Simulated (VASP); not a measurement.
Level of theory: PBE GGA, VASP's PBE PAW potentials (set 64) (plane waves; VASP).

The input files of a VASP run:

### INCAR
```
# general
SYSTEM  = Os
PREC    = Accurate
ENCUT   = 520
LREAL   = F
LASPH   = T

# electronic loop
EDIFF   = 1E-7
NELM    = 100
ALGO    = Normal
LMAXMIX = 6

# smearing
ISMEAR  = -5

# functional
GGA     = PE

# ions
ISIF    = 2

# output
LWAVE   = F
LCHARG  = T
LORBIT  = 11
NEDOS   = 601
```

**KPOINTS**
```
kpoints
0
gamma
 17 17 10
0 0 0
```

File POSCAR:
```
Os
1.0
  1.3776528102  -2.3861643002   0.0000000000
  1.3776528102   2.3861643002   0.0000000000
  0.0000000000   0.0000000000   4.3415267474
Os
2
Cart
  1.3776528102   0.7953896908   1.0853816868
  1.3776528102  -0.7953896908   3.2561450605
```

POTCAR, in this order: Os (PBE.64 set). Program: vasp_std.

Output of the run:

File OUTCAR:
```
 ion  position               nearest neighbor table
   1  0.333  0.667  0.250-   2 2.69   2 2.69   2 2.69   2 2.69   2 2.69   2 2.69
   2  0.667  0.333  0.750-   1 2.69   1 2.69   1 2.69   1 2.69   1 2.69   1 2.69
  LATTYP: Found a hexagonal cell.
 ALAT       =     2.7553053067
 C/A-ratio  =     1.5756971603
 Subroutine PRICEL returns:
 Original cell was already a primitive cell.
 Subroutine GETGRP returns: Found 24 space group operations
The static configuration has the point symmetry D_3d.
 The point group associated with its full space group is D_6h.
The dynamic configuration has the point symmetry D_3d.
 Subroutine INISYM returns: Found 24 space group operations
 Subroutine IBZKPT returns following result:
 Found    198 irreducible k-points:

 Following reciprocal coordinates:
            Coordinates               Weight
  0.000000  0.000000  0.000000      1.000000
  0.058824 -0.000000  0.000000      6.000000
  0.117647 -0.000000  0.000000      6.000000
  0.176471  0.000000  0.000000      6.000000
  0.235294 -0.000000  0.000000      6.000000
  0.294118  0.000000  0.000000      6.000000
  0.352941 -0.000000  0.000000      6.000000
  0.411765 -0.000000  0.000000      6.000000
  0.470588 -0.000000  0.000000      6.000000
  0.058824  0.058824  0.000000      6.000000
  0.117647  0.058824  0.000000     12.000000
  0.176471  0.058824  0.000000     12.000000
  0.235294  0.058824  0.000000     12.000000
  0.294118  0.058824  0.000000     12.000000
  0.352941  0.058824  0.000000     12.000000
  0.411765  0.058824  0.000000     12.000000
  0.470588  0.058824  0.000000      6.000000
  0.117647  0.117647  0.000000      6.000000
  0.176471  0.117647  0.000000     12.000000
  0.235294  0.117647  0.000000     12.000000
  0.294118  0.117647  0.000000     12.000000
  0.352941  0.117647  0.000000     12.000000
  0.411765  0.117647  0.000000     12.000000
  0.176471  0.176471  0.000000      6.000000
  0.235294  0.176471  0.000000     12.000000
  0.294118  0.176471  0.000000     12.000000
  0.352941  0.176471  0.000000     12.000000
  0.411765  0.176471  0.000000      6.000000
  0.235294  0.235294  0.000000      6.000000
  0.294118  0.235294  0.000000     12.000000
  0.352941  0.235294  0.000000     12.000000
  0.294118  0.294118  0.000000      6.000000
  0.352941  0.294118  0.000000      6.000000
  0.000000  0.000000  0.100000      2.000000
  0.058824 -0.000000  0.100000     12.000000
  0.117647 -0.000000  0.100000     12.000000
  0.176471  0.000000  0.100000     12.000000
  0.235294 -0.000000  0.100000     12.000000
  0.294118  0.000000  0.100000     12.000000
  0.352941 -0.000000  0.100000     12.000000
   k-points           NKPTS =    198   k-points in BZ     NKDIM =    198   number of bands    NBANDS=     12
   number of dos      NEDOS =    601   number of ions     NIONS =      2
   total plane-waves  NPLWV =  12800
   dimension x,y,z NGX =    20 NGY =   20 NGZ =   32
   dimension x,y,z NGXF=    40 NGYF=   40 NGZF=   64
   ions per type =               2
   PREC   = accura    normal or accurate (medium, high low for compatibility)
   ISTART =      0    job   : 0-new  1-cont  2-samecut
   ICHARG =      2    charge: 1-file 2-atom 10-const
   ISPIN  =      1    spin polarized calculation?
   LNONCOLLINEAR =      F non collinear calculations
   LSORBIT =      F    spin-orbit coupling
   INIWAV =      1    electr: 0-lowe 1-rand  2-diag
   ENCUT  =  520.0 eV  38.22 Ry    6.18 a.u.   5.12  5.12  8.07*2*pi/ulx,y,z
   NELM   =    100;   NELMIN=  2; NELMDL= -5     # of ELM steps
   EDIFF  = 0.1E-06   stopping-criterion for ELM
   LREAL  =      F    real-space projection
...
```

OSZICAR:
```
       N       E                     dE             d eps       ncg     rms          rms(c)
DAV:   1     0.105175096928E+03    0.10518E+03   -0.76513E+03  4752   0.128E+03
DAV:   2    -0.163018664481E+02   -0.12148E+03   -0.10902E+03  5016   0.400E+02
DAV:   3    -0.237363341640E+02   -0.74345E+01   -0.68373E+01  5948   0.791E+01
DAV:   4    -0.239341517407E+02   -0.19782E+00   -0.19666E+00  5072   0.134E+01
DAV:   5    -0.239364314162E+02   -0.22797E-02   -0.22849E-02  5512   0.118E+00    0.223E+01
DAV:   6    -0.228266774291E+02    0.11098E+01   -0.12432E+00  5148   0.103E+01    0.100E+01
DAV:   7    -0.225063715820E+02    0.32031E+00   -0.85496E-01  5452   0.846E+00    0.416E-01
DAV:   8    -0.225006608492E+02    0.57107E-02   -0.74392E-03  4876   0.710E-01    0.257E-01
DAV:   9    -0.224984277695E+02    0.22331E-02   -0.13671E-03  5148   0.446E-01    0.569E-02
DAV:  10    -0.224984704188E+02   -0.42649E-04   -0.64026E-05  5228   0.829E-02    0.104E-02
DAV:  11    -0.224984312934E+02    0.39125E-04   -0.65231E-06  4956   0.295E-02    0.115E-03
DAV:  12    -0.224984299358E+02    0.13576E-05   -0.16069E-07  4248   0.465E-03    0.910E-04
DAV:  13    -0.224984294887E+02    0.44719E-06   -0.11937E-08  2508   0.106E-03    0.224E-04
DAV:  14    -0.224984294407E+02    0.47988E-07   -0.28429E-09  2460   0.654E-04
   1 F= -.22498429E+02 E0= -.22498429E+02  d E =0.000000E+00
```

**OUTCAR**
```
------------------------ aborting loop because EDIFF is reached ----------------------------------------
  FORCE on cell =-STRESS in cart. coord.  units (eV):
  Direction    XX          YY          ZZ          XY          YZ          ZX
  --------------------------------------------------------------------------------------
  Total       -0.0305380     -0.0305380      0.0328144      0.0000000     -0.0000000     -0.0000000
  in kB       -1.7141112     -1.7141107      1.8418849      0.0000000     -0.0000000     -0.0000000
  external PRESSURE =      -0.5287790 kB  Pullay stress =       0.0000000 kB
  volume of cell :       28.54
      direct lattice vectors                 reciprocal lattice vectors
     1.377652810 -2.386164300  0.000000000     0.362936145 -0.209541313  0.000000000
     1.377652810  2.386164300  0.000000000     0.362936145  0.209541313  0.000000000
     0.000000000  0.000000000  4.341526747     0.000000000  0.000000000  0.230333719
 POSITION                                       TOTAL-FORCE (eV/Angst)
 -----------------------------------------------------------------------------------
      1.37765      0.79539      1.08538        -0.000000      0.000000      0.000000
      1.37765     -0.79539      3.25615         0.000000      0.000000      0.000000
 -----------------------------------------------------------------------------------
    total drift:                               -0.000001      0.000024     -0.000020
  FREE ENERGIE OF THE ION-ELECTRON SYSTEM (eV)
  ---------------------------------------------------
  free  energy   TOTEN  =       -22.4984294407 eV

  energy  without entropy=      -22.4984294407  energy(sigma->0) =      -22.49842944

 total charge

# of ion       s       p       d       tot
------------------------------------------
    1        0.654   0.767   5.994   7.415
    2        0.654   0.767   5.994   7.415
--------------------------------------------------
tot          1.307   1.533  11.989  14.829
```
(Selected blocks of OUTCAR.)

For a metal the tetrahedron method with Blöchl corrections gives inexact stress and forces.

The compound is Os in the hcp structure. It was relaxed first.
